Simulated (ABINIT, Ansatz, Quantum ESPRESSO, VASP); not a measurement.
## One structure in several programs: Na2S (Fm-3m, 3 atoms in the cell)

Self-consistent single point, at a second geometry (lattice scaled by 0.98). First geometry:

```
CELL_PARAMETERS angstrom
      0.00000     3.33213     3.33213
      3.33213     0.00000     3.33213
      3.33213     3.33213     0.00000
ATOMIC_POSITIONS crystal
  Na 0.25000 0.25000 0.25000
  Na 0.75000 0.75000 0.75000
  S  0.00000 0.00000 0.00000
```

Shared settings, as Ansatz (a first-principles code) writes them: kpoints.mp_grid.grid = 6 6 6; scf.occupations.method = fermi_dirac; scf.occupations.width = 0.02 eV. Potentials and cutoffs stand in the table.

```json
[
 {"code": "Ansatz", "model": "PBE, default PAW files", "ΔF from the first geometry (meV/atom)": "-3.2", "pressure (GPa)": "0.49", "gap on the mesh (eV)": "2.503", "cutoff": "default"},
 {"code": "Quantum ESPRESSO", "model": "PBE, GBRV 1.5 ultrasoft (PBE) pseudopotentials", "ΔF from the first geometry (meV/atom)": "-2.2", "pressure (GPa)": "0.61", "gap on the mesh (eV)": "2.501", "cutoff": "40 Ry"},
 {"code": "VASP", "model": "PBE, VASP's PBE PAW potentials (set 64)", "ΔF from the first geometry (meV/atom)": "-2.8", "pressure (GPa)": "0.42", "gap on the mesh (eV)": "2.498", "cutoff": "300 eV"},
 {"code": "ABINIT", "model": "PBE, norm-conserving pseudopotentials (PseudoDojo nc-sr-05 PBE standard)", "ΔF from the first geometry (meV/atom)": "-2.9", "pressure (GPa)": "0.53", "gap on the mesh (eV)": "2.499", "cutoff": "44 Ha"}
]
```

Gaps are read on the mesh.

The spread over the programs that give each value: ΔF from the first geometry within 1.0 meV/atom; pressure within 0.19 GPa; gap on the mesh within 0.005 eV.

Ansatz's pressure is given at a fixed set of plane waves, as the other plane-wave codes print theirs.

VASP's run is marked for a possible Pulay error in its stress at this cutoff; no cutoff test was made.

The starting cell has typed, rounded lattice constants, without a prior relaxation at this level. Its lattice was rescaled by a random factor within 2.5 % of one. For this run, on top of that: lattice scaled by 0.98.

Left out of this page: GPAW, CP2K, Elk, FLEUR and SIESTA (not drawn, or without a comparable value).

Keys are those of Ansatz 0.2.
